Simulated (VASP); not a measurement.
Given:

```
CELL_PARAMETERS angstrom
      0.00000     1.98298     1.98298
      1.98298     0.00000     1.98298
      1.98298     1.98298     0.00000
ATOMIC_POSITIONS crystal
  Pt 0.00000 0.00000 0.00000
```

Computed with PBE GGA, VASP's PBE PAW potentials (set 64) (plane waves; VASP). Settings: 500 eV cut-off, 16×16×16 Γ-centred mesh, first-order Methfessel-Paxton smearing of 0.10 eV, potentials Pt.

**Question.** The ions, cell shape and volume at an external pressure of 5.0 GPa are relaxed. Predict the relaxed structure.

**Answer.** 
```
CELL_PARAMETERS angstrom
      0.00000     1.97097     1.97097
      1.97097     0.00000     1.97097
      1.97097     1.97097     0.00000
ATOMIC_POSITIONS crystal
  Pt 0.00000 0.00000 0.00000
```
Space group Fm-3m (225), at a tolerance of 0.03 Å.

**Question.** How do energy and volume change from the first to the last step?

**Answer.** The energy (σ→0) changes by +4.3 meV/atom and the volume by -1.8 %, in 3 ionic steps.

The compound is Pt in the fcc structure. This run relaxes it under an external pressure of 5 GPa. Symmetry was kept, so distortions that lower it aren't found.
